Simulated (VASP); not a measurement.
Input:

```yaml
crystal:
  lattice:
    - [3.94439, 0.00000, 0.00000]
    - [0.00000, 3.94439, 0.00000]
    - [0.00000, 0.00000, 4.88783]
  atoms:
    - { symbol: Pb, position: [0.50000, 0.00000, 0.75795] }
    - { symbol: Pb, position: [0.00000, 0.50000, 0.24205] }
    - { symbol: O, position: [0.50000, 0.50000, 0.00000] }
    - { symbol: O, position: [0.00000, 0.00000, 0.00000] }
```

The numbers are results of LDA (Ceperley-Alder, Perdew-Zunger), VASP's LDA PAW potentials (set 64) (plane waves; VASP 6.6.1), not measurements. Run with 520 eV cut-off, 8×8×7 Γ-centred mesh, Gaussian smearing of 0.010 eV, potentials Pb_d O.

The dielectric response may not be converged in the k-mesh; for small gaps it tends to come out too large.

Q: The job: PbO (litharge), 4 atoms, LDA, DFPT for ε, Born charges and Γ modes, 520 eV, 8×8×7 Γ-centred mesh. Roughly how much core time does it take on a busy server core?

A: About 50 core-minutes (one run on a shared machine, a rough figure). It had 60 irreducible k-points, 24 bands, up to 2075 plane waves and 235 electronic steps.

The compound is PbO in the litharge structure. It was relaxed first.
